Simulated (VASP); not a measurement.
An input for Quantum ESPRESSO's pw.x (written as the equivalent of a VASP run, and not itself run):

```
&CONTROL
  calculation = 'vc-relax'
  pseudo_dir = './pseudo'
  outdir = './out'
  tprnfor = .true.
  tstress = .true.
  nstep = 40
  forc_conv_thr = 0.00039
/
&SYSTEM
  ibrav = 0
  nat = 2
  ntyp = 2
  ecutwfc = 84
  occupations = 'smearing'
  smearing = 'methfessel-paxton'
  degauss = 0.00735
  input_dft = 'pbesol'
/
&ELECTRONS
  conv_thr = 7.3e-09
  electron_maxstep = 100
/
&IONS
/
&CELL
  press = 10
/
ATOMIC_SPECIES
  V 50.941 V.upf
  Ir 192.217 Ir.upf
CELL_PARAMETERS angstrom
     2.7144385    0.0000000   -0.0000000
     0.0000000    2.7144385    0.0000000
     0.0000000    0.0000000    3.6408747
ATOMIC_POSITIONS crystal
  V    0.5000000  0.5000000  0.5000000
  Ir   1.0000000  0.0000000  0.0000000
K_POINTS automatic
  12 12 10 0 0 0
```

Question: Write the VASP files for the same calculation (PBEsol).

Answer: One answer among several that fit: 
INCAR:
```
# general
SYSTEM   =  VIr
PREC     =  Accurate
ENCUT    =  480   # plane-wave cut-off (eV)
LREAL    =  .FALSE.   # projection in real space or not
LASPH    =  .TRUE.

# electronic loop
EDIFF    =  1E-7   # SCF stop (eV)
NELM     =  100
ALGO     =  Normal
LMAXMIX  =  6   # l cut-off of mixed one-centre charges

# smearing
ISMEAR   =  1
SIGMA    =  0.1

# functional
GGA      =  PS   # PBEsol

# ions
IBRION   =  2   # conjugate gradients
NSW      =  40   # most ionic steps
ISIF     =  3   # ions, shape and volume
EDIFFG   =  -0.01
PSTRESS  =  10

# output
LWAVE    =  .FALSE.
LCHARG   =  .FALSE.
```

File POSCAR:
```
VIr
1.0
  2.7144385067   0.0000000000   0.0000000000
  0.0000000000   2.7144385067   0.0000000000
  0.0000000000   0.0000000000   3.6408746681
V Ir
1 1
Direct
  0.5000000000   0.5000000000   0.5000000000
  1.0000000000   0.0000000000   0.0000000000
```

File KPOINTS:
```
Automatic mesh
0
Gamma
12 12 10
0 0 0
```

POTCAR, in this order: V_sv Ir (PBE.64 set). Program: vasp_std.

What does not carry over: the potentials are each code's own (VASP's PAW set, PseudoDojo norm-conserving files in pw.x), so ENCUT and ecutwfc are chosen apart and not converted; conv_thr bounds pw.x's estimated SCF error, while EDIFF bounds the energy change between steps; forc_conv_thr acts on force components and is met together with etot_conv_thr.

The structure comes from a computed database's VIr entry (P4/mmm); how it stands against other phases isn't given here. It was relaxed first under an external pressure of 1 GPa.
